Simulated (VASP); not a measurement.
```yaml
crystal:
  lattice:
    - [0.00000, 2.10500, 2.10500]
    - [2.10500, 0.00000, 2.10500]
    - [2.10500, 2.10500, 0.00000]
  atoms:
    - { symbol: Mg, position: [0.00000, 0.00000, 0.00000] }
    - { symbol: O, position: [0.50000, 0.50000, 0.50000] }
```

Calculation: eigenvalue-self-consistent GW0 on PBE orbitals, VASP's PBE PAW potentials (set 64) (plane waves; VASP). Numerical set-up: PREC = Normal, 500 eV cut-off, 4×4×4 Γ-centred mesh, Gaussian smearing of 0.010 eV, potentials Mg_sv_GW O_GW_new.

The mesh is coarse and the basis finite, so the quasiparticle values are not converged.

NBANDS = 160, ENCUTGW = 200 eV, NOMEGA = 64, 4 updates of the levels in G. The PBE levels (eV) are:

| state | KS energy | filling |
|---|---|---|
| k1 (0.00, 0.00, 0.00), band 5 | -12.84 | 2 |
| k1 (0.00, 0.00, 0.00), band 6 | 4.42 | 2 |
| k1 (0.00, 0.00, 0.00), band 7 | 4.42 | 2 |
| k1 (0.00, 0.00, 0.00), band 8 | 4.42 | 2 |
| k1 (0.00, 0.00, 0.00), band 9 | 9.16 | 0 |
| k1 (0.00, 0.00, 0.00), band 10 | 20.22 | 0 |
| k1 (0.00, 0.00, 0.00), band 11 | 20.22 | 0 |
| k1 (0.00, 0.00, 0.00), band 12 | 20.22 | 0 |
| k4 (0.25, 0.25, 0.00), band 5 | -12.08 | 2 |
| k4 (0.25, 0.25, 0.00), band 6 | 1.78 | 2 |
| k4 (0.25, 0.25, 0.00), band 7 | 3.68 | 2 |
| k4 (0.25, 0.25, 0.00), band 8 | 3.68 | 2 |
| k4 (0.25, 0.25, 0.00), band 9 | 12.50 | 0 |
| k4 (0.25, 0.25, 0.00), band 10 | 15.58 | 0 |
| k4 (0.25, 0.25, 0.00), band 11 | 19.95 | 0 |
| k4 (0.25, 0.25, 0.00), band 12 | 21.91 | 0 |
| k6 (-0.25, 0.25, 0.00), band 5 | -11.61 | 2 |
| k6 (-0.25, 0.25, 0.00), band 6 | 0.92 | 2 |
| k6 (-0.25, 0.25, 0.00), band 7 | 2.42 | 2 |
| k6 (-0.25, 0.25, 0.00), band 8 | 3.76 | 2 |
| k6 (-0.25, 0.25, 0.00), band 9 | 13.91 | 0 |
| k6 (-0.25, 0.25, 0.00), band 10 | 16.22 | 0 |
| k6 (-0.25, 0.25, 0.00), band 11 | 18.47 | 0 |
| k6 (-0.25, 0.25, 0.00), band 12 | 21.99 | 0 |

Q: Give the quasiparticle energies and renormalisation factors Z.

A: 
| state | QP energy (eV) | Z |
|---|---|---|
| k1 (0.00, 0.00, 0.00), band 5 | -16.14 | 0.75 |
| k1 (0.00, 0.00, 0.00), band 6 | 2.46 | 0.79 |
| k1 (0.00, 0.00, 0.00), band 7 | 2.46 | 0.79 |
| k1 (0.00, 0.00, 0.00), band 8 | 2.46 | 0.79 |
| k1 (0.00, 0.00, 0.00), band 9 | 10.29 | 0.84 |
| k1 (0.00, 0.00, 0.00), band 10 | 21.41 | 0.84 |
| k1 (0.00, 0.00, 0.00), band 11 | 21.41 | 0.84 |
| k1 (0.00, 0.00, 0.00), band 12 | 21.41 | 0.84 |
| k4 (0.25, 0.25, 0.00), band 5 | -15.33 | 0.74 |
| k4 (0.25, 0.25, 0.00), band 6 | -0.49 | 0.78 |
| k4 (0.25, 0.25, 0.00), band 7 | 1.59 | 0.78 |
| k4 (0.25, 0.25, 0.00), band 8 | 1.59 | 0.78 |
| k4 (0.25, 0.25, 0.00), band 9 | 13.93 | 0.82 |
| k4 (0.25, 0.25, 0.00), band 10 | 16.54 | 0.84 |
| k4 (0.25, 0.25, 0.00), band 11 | 21.47 | 0.83 |
| k4 (0.25, 0.25, 0.00), band 12 | 23.45 | 0.81 |
| k6 (-0.25, 0.25, 0.00), band 5 | -14.83 | 0.74 |
| k6 (-0.25, 0.25, 0.00), band 6 | -1.49 | 0.78 |
| k6 (-0.25, 0.25, 0.00), band 7 | 0.16 | 0.78 |
| k6 (-0.25, 0.25, 0.00), band 8 | 1.68 | 0.78 |
| k6 (-0.25, 0.25, 0.00), band 9 | 15.38 | 0.82 |
| k6 (-0.25, 0.25, 0.00), band 10 | 17.59 | 0.82 |
| k6 (-0.25, 0.25, 0.00), band 11 | 20.03 | 0.82 |
| k6 (-0.25, 0.25, 0.00), band 12 | 23.65 | 0.82 |
On the mesh the gap opens from 4.74 to 7.83 eV.

The compound is MgO in the rock salt structure. The cell was not relaxed at this level. The k-mesh is coarse (spacing up to 0.65 per Å, 2π included), so the numbers may not be converged in it.
